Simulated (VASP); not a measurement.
Computed with HSEsol screened hybrid, VASP's PBE PAW potentials (set 64) (plane waves; VASP 6.6.1).

Input for VASP

**KPOINTS**
```
Automatic mesh
0
Gamma
6 6 6
0 0 0
```

### INCAR
```
! general
SYSTEM   = CdTe
PREC     = Accurate
ENCUT    = 520
LREAL    = F
LASPH    = T
ISYM     = 3

! electronic loop
EDIFF    = 1E-6
NELM     = 60
ALGO     = Normal
LMAXMIX  = 4

! smearing
ISMEAR   = 0
SIGMA    = 0.05

! functional
GGA      = PS
LHFCALC  = T
AEXX     = 0.25
HFSCREEN = 0.2
PRECFOCK = Fast

! ions
ISIF     = 2

! output
LWAVE    = F
LCHARG   = F
```

File POSCAR:
```
CdTe
4.5395150
  0.0000000000   0.7071068443   0.7071068443
  0.7071068443   0.0000000000   0.7071068443
  0.7071068443   0.7071068443   0.0000000000
Cd Te
1 1
Direct
  0.0000000000   0.0000000000   0.0000000000
  0.2500000000   0.2500000000   0.2500000000
```

POTCAR, in this order: Cd Te (PBE.64 set). Program: vasp_std. Read from the step before: WAVECAR.

Unless said otherwise, spin-orbit coupling is left out, though it shifts the bands of the heavy elements here.

What does the run give for the energy per atom (σ→0), pressure, band gap (on the k-mesh)?

| Item | Value |
|---|---|
| energy per atom (σ→0) | -3.259 eV/atom |
| band gap (on the k-mesh) | 1.52 eV |
| pressure | 1.27 GPa |

OSZICAR:
```
...
DAV:   3    -0.651732129381E+01    0.29035E-03   -0.18495E-03   594   0.508E-01    0.366E+00
DAV:   4    -0.651717696200E+01    0.14433E-03   -0.10791E-04   476   0.115E-01    0.218E+00
DAV:   5    -0.651712702387E+01    0.49938E-04   -0.27496E-05   451   0.471E-02    0.130E+00
DAV:   6    -0.651711380860E+01    0.13215E-04   -0.92577E-06   476   0.264E-02    0.777E-01
DAV:   7    -0.651711017997E+01    0.36286E-05   -0.17986E-06   337   0.132E-02    0.465E-01
DAV:   8    -0.651710911351E+01    0.10665E-05   -0.64423E-07   253   0.813E-03    0.278E-01
DAV:   9    -0.651710905828E+01    0.55235E-07   -0.25835E-07   238   0.479E-03
   1 F= -.65171091E+01 E0= -.65171091E+01  d E =-.318458E-12
```

The compound is CdTe in the zinc blende structure. This cell is one point of a volume scan, at 0.91 of the reference volume. The cell's shape comes from a PBE relaxation.
